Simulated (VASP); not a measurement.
Here is the system:

```
CELL_PARAMETERS angstrom
      1.51036    -2.61602     0.00000
      1.51036     2.61602     0.00000
      0.00000     0.00000     3.18193
ATOMIC_POSITIONS crystal
  Ti 0.00000 0.00000 0.00000
  B  0.33333 0.66667 0.50000
  B  0.66667 0.33333 0.50000
```

These are SCAN meta-GGA, VASP's PBE PAW potentials (set 64) (plane waves; VASP) values and carry that method's errors. Numerical set-up: 520 eV cut-off, 11×11×9 Γ-centred mesh, first-order Methfessel-Paxton smearing of 0.10 eV, potentials Ti_sv B.

Q: The ions, cell shape and volume are relaxed. What does this cell relax into?

A: 
```
CELL_PARAMETERS angstrom
      1.50941    -2.61437     0.00000
      1.50941     2.61437     0.00000
      0.00000     0.00000     3.23267
ATOMIC_POSITIONS crystal
  Ti 0.00000 0.00000 0.00000
  B  0.33333 0.66667 0.50000
  B  0.66667 0.33333 0.50000
```
Space group P6/mmm (191), at a tolerance of 0.03 Å.

Q: How do energy and volume change from the first to the last step?

A: The energy (σ→0) changes by -2.0 meV/atom and the volume by +1.5 %, in 6 ionic steps.

```json
[
 {"step": "1", "E(σ→0) (eV)": "-34.2484", "max force (eV/Å)": "0.000", "pressure (GPa)": "3.28", "volume (Å³)": "25.14"},
 {"step": "2", "E(σ→0) (eV)": "-34.2508", "max force (eV/Å)": "0.000", "pressure (GPa)": "-2.57", "volume (Å³)": "25.77"},
 {"step": "3", "E(σ→0) (eV)": "-34.2534", "max force (eV/Å)": "0.000", "pressure (GPa)": "0.23", "volume (Å³)": "25.46"},
 {"step": "4", "E(σ→0) (eV)": "-34.2532", "max force (eV/Å)": "0.000", "pressure (GPa)": "-0.95", "volume (Å³)": "25.59"},
 {"step": "5", "E(σ→0) (eV)": "-34.2543", "max force (eV/Å)": "0.000", "pressure (GPa)": "0.40", "volume (Å³)": "25.49"},
 {"step": "6", "E(σ→0) (eV)": "-34.2544", "max force (eV/Å)": "0.000", "pressure (GPa)": "0.13", "volume (Å³)": "25.51"}
]
```

The compound is TiB2 in the AlB2 type structure. This run relaxes it. Symmetry was kept, so distortions that lower it aren't found.
